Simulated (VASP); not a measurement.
```yaml
crystal:
  lattice:
    - [4.07152, 0.00000, 0.00000]
    - [0.00000, 4.07152, 0.00000]
    - [0.00000, 0.00000, 4.07152]
  atoms:
    - { symbol: Sc, position: [0.00000, 0.00000, 0.00000] }
    - { symbol: Al, position: [0.00000, 0.50000, 0.50000] }
    - { symbol: Al, position: [0.50000, 0.00000, 0.50000] }
    - { symbol: Al, position: [0.50000, 0.50000, 0.00000] }
```

Method: PBEsol GGA, VASP's PBE PAW potentials (set 64) (plane waves; VASP 6.6.1). Settings: 400 eV cut-off, 7×7×7 Γ-centred mesh, first-order Methfessel-Paxton smearing of 0.10 eV, potentials Sc_sv Al.

What does the run give for the energy per atom (σ→0), band gap (on the k-mesh) with the smallest direct gap where there is one?

| Item | Result |
|---|---|
| band gap (on the k-mesh) | none (metal, semimetal or under 0.01 eV) |
| energy per atom (σ→0) | -5.190 eV/atom |

The absolute energy has meaning only against runs of the same code, potentials and settings.

The compound is Al3Sc in the L1_2 structure. It was relaxed first. The start is the result of an earlier pass.
